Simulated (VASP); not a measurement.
Given:

```yaml
crystal:
  lattice:
    - [0.00000, 2.27594, 2.27594]
    - [2.27594, 0.00000, 2.27594]
    - [2.27594, 2.27594, 0.00000]
  atoms:
    - { symbol: Li, position: [0.25000, 0.25000, 0.25000] }
    - { symbol: Li, position: [0.75000, 0.75000, 0.75000] }
    - { symbol: O, position: [0.00000, 0.00000, 0.00000] }
```

Level of theory: PBE GGA with D3 dispersion (zero damping), VASP's PBE PAW potentials (set 64) (plane waves; VASP). Numerical set-up: 520 eV cut-off, Gaussian smearing of 0.050 eV, potentials Li_sv O.

Question: Give the energies of bands 4 to 7 at the high-symmetry points, in eV from the valence-band maximum.

Answer: 
```json
[
 {"band": "4", "Γ": "0.00", "X": "-1.63", "U": "-2.11", "L": "-2.87", "W": "-1.92"},
 {"band": "5", "Γ": "0.00", "X": "-1.46", "U": "-1.55", "L": "-0.47", "W": "-1.54"},
 {"band": "6", "Γ": "0.00", "X": "-1.46", "U": "-1.15", "L": "-0.47", "W": "-1.54"},
 {"band": "7", "Γ": "5.61", "X": "5.06", "U": "6.69", "L": "9.50", "W": "7.33"}
]
```

The gap is indirect, 5.06 eV, from the valence maximum at Γ to the conduction minimum at X.

Measured: gap 8.00 eV (computed value off by -2.94 eV), as given by Das et al., (2018), arXiv:1807.05623.

The compound is Li2O in the antifluorite structure. It was relaxed first.
